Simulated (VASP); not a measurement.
Al3Si2F:

```
CELL_PARAMETERS angstrom
3.46192 0.00000 0.00000
0.00000 4.05593 0.00000
0.00000 0.00000 7.04930
ATOMIC_POSITIONS crystal
Al 0.50000 0.00000 0.83285
Al 0.50000 0.00000 0.16792
Al 0.50000 0.50000 0.66436
Si 0.00000 0.50000 0.00210
Si 0.00000 0.00000 0.49797
F 0.50000 0.50000 0.33479
```

The cell was built by a generator and needn't be a form met in nature.

- Program: VASP 6.6.1
- Task: relaxation of cell and atoms
- Functional: PBE
- Potentials or basis: VASP PAW PBE potentials, release 64 (Al, Si, F)
- Cutoff: 520 eV
- k mesh: 4 × 4 × 2
- Occupations: gaussian, width 0.15 eV
- Spin: no spin polarisation

At the start: pressure 0.1 GPa; volume 16.50 Å³/atom.

Problem. Where does the relaxation end?

Solution. Over 18 steps the energy falls by 412.2 meV/atom and the volume is 15.59 Å³/atom (-5.5 %); space group Pmm2 (No. 25, to 0.05 Å).

Step by step:
| step | energy change (eV) | largest force (eV/Å) | pressure (GPa) | volume (Å³) |
| --- | --- | --- | --- | --- |
| 1 | 0.0000 | 3.1015 | 0.13 | 98.98 |
| 2 | -1.3061 | 1.9469 | -4.55 | 98.84 |
| 3 | -1.5991 | 1.5528 | -5.37 | 98.46 |
| 4 | -1.6255 | 1.4479 | -5.31 | 98.27 |
| 5 | -2.0383 | 0.8630 | 2.06 | 89.72 |
| 6 | -2.0431 | 0.8684 | 3.76 | 88.52 |
| 7 | -2.2337 | 0.7703 | 2.41 | 90.35 |
| 8 | -2.2588 | 1.0503 | 2.36 | 91.12 |
| 9 | -2.3455 | 0.3723 | -2.29 | 95.67 |
| 10 | -2.3479 | 0.3725 | -1.88 | 95.00 |
| 11 | -2.3945 | 0.3263 | -0.46 | 93.63 |
| 12 | -2.4214 | 0.3118 | 0.88 | 91.78 |
| 13 | -2.4535 | 0.1837 | 0.45 | 92.59 |
| 14 | -2.4600 | 0.1402 | 0.53 | 93.04 |
| 15 | -2.4603 | 0.1259 | 0.29 | 93.21 |
| 16 | -2.4704 | 0.1019 | -0.76 | 94.49 |
| 17 | -2.4703 | 0.1070 | -0.55 | 94.42 |
| 18 | -2.4735 | 0.0620 | 0.45 | 93.55 |

Final structure:
```cif
data_structure
_symmetry_space_group_name_H-M 'P 1'
_symmetry_Int_Tables_number 1
_cell_length_a 3.1041
_cell_length_b 4.1465
_cell_length_c 7.2682
_cell_angle_alpha 90.000
_cell_angle_beta 90.000
_cell_angle_gamma 90.000
_cell_volume 93.55
loop_
_atom_site_label
_atom_site_type_symbol
_atom_site_fract_x
_atom_site_fract_y
_atom_site_fract_z
_atom_site_occupancy
Al1 Al 0.50000 0.00000 0.87213 1
Al2 Al 0.50000 0.00000 0.25086 1
Al3 Al 0.50000 0.50000 0.58376 1
Si1 Si 0.00000 0.50000 0.93844 1
Si2 Si 0.00000 0.00000 0.54690 1
F1 F 0.50000 0.50000 0.30791 1
```

Caveat: the k mesh is coarse (spacing up to 0.45 Å⁻¹), so the values aren't converged.
